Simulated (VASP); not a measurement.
Set up this calculation in VASP 6.6.1, as the native input.

| Property | Result |
| --- | --- |
| Task | single point |
| Functional | PBE |
| Dispersion | D3(BJ) |
| Potentials or basis | VASP PAW PBE potentials, release 64 (B, F, H) |
| Cutoff | 520 eV |
| k mesh | 1 × 1 × 1 |
| Occupations | fermi-dirac, width 0.02 eV |
| Spin | no spin polarisation |
| Dipole correction | no |
| Further INCAR settings | LREAL = Auto; ALGO = Normal; EDIFF = 1e-06; NBANDS = 86 |

The structure of BH2F3 lies in POSCAR:

```
BH2F3
1.0
    8.7197600000      0.0000000000      0.0000000000
    0.0000000000      8.7197600000      0.0000000000
    0.0000000000      0.0000000000      8.7197600000
B F H
5 15 10
Direct
    0.2213665087      0.7424704738      0.5703997367
    0.5906367134      0.0657405901      0.8012881256
    0.0581920211      0.8575993023      0.1005669068
    0.3225637856      0.2470498709      0.5038067104
    0.2880673505      0.4371172701      0.0170985558
    0.1480351475      0.7973824489      0.6911908996
    0.1428553151      0.6947984962      0.4489712928
    0.3728629331      0.7342233416      0.5695248852
    0.5581066827      0.1929579882      0.7233831977
    0.7354499479      0.0290333862      0.8265905353
    0.4779386697     -0.0230744923      0.8494225237
   -0.0156546990      0.9672943684      0.1761001310
    0.2094560739      0.8494829160      0.1088196084
   -0.0200619299      0.7570397235      0.0185727166
    0.4174562185      0.3141478882      0.4065232455
    0.2424997870      0.3308220174      0.6021378333
    0.3050539038      0.0960377898      0.5014677099
    0.2988664005      0.5350638137     -0.0982631953
    0.3847457465      0.3199102444      0.0262939175
    0.1821822149      0.4561576578      0.1242941998
    0.9178475070      0.4541434542      0.7348891403
    0.9101681323      0.4163716806      0.6577419908
    0.6811562837      0.0818479339      0.1539457952
    0.6129004486      0.1334704907      0.1643245392
    0.0447607993      0.1827654269      0.9298832666
    0.1026534833      0.1803872285      0.8658067354
    0.7810572027      0.7199583756      0.5379696204
    0.7011777405      0.7181871391      0.5707237424
    0.9419843623      1.0288034400      0.5650287794
    0.9371978488      1.0361942354      0.4792585541
```

The cell was built by a generator and needn't be a form met in nature.

These files were run (other wordings do the same):

INCAR

```
SYSTEM = BH2F3
PREC = Accurate
ENCUT = 520
EDIFF = 1E-6
ISMEAR = -1
SIGMA = 0.02
LREAL = Auto
LASPH = .True.
NELM = 100
ALGO = Normal
ISIF = 2
LWAVE = .False.
LCHARG = .False.
GGA = PE
IVDW = 12
NBANDS = 86
```

KPOINTS

```
regular mesh
0
Gamma
  1 1 1
  0 0 0
```

Potentials or basis: VASP PAW PBE potentials, release 64 (B, F, H).

Run with:

```sh
$ cat potpaw_PBE.64/B/POTCAR potpaw_PBE.64/F/POTCAR potpaw_PBE.64/H/POTCAR > POTCAR
$ mpirun -np 1 vasp_gam > vasp.out
```

It gave:

```json
{
  "Pressure": "0.0 GPa",
  "Largest force": "0.281 eV/Å",
  "Band gap on the k mesh": "8.38 eV, direct",
  "Dispersion energy per atom": "-0.022 eV"
}
```

Wall time 3 min on 1 thread of Intel(R) Xeon(R) Platinum 8375C CPU @ 2.90GHz (Ice Lake) (shared host), peak memory 0.62 GiB.
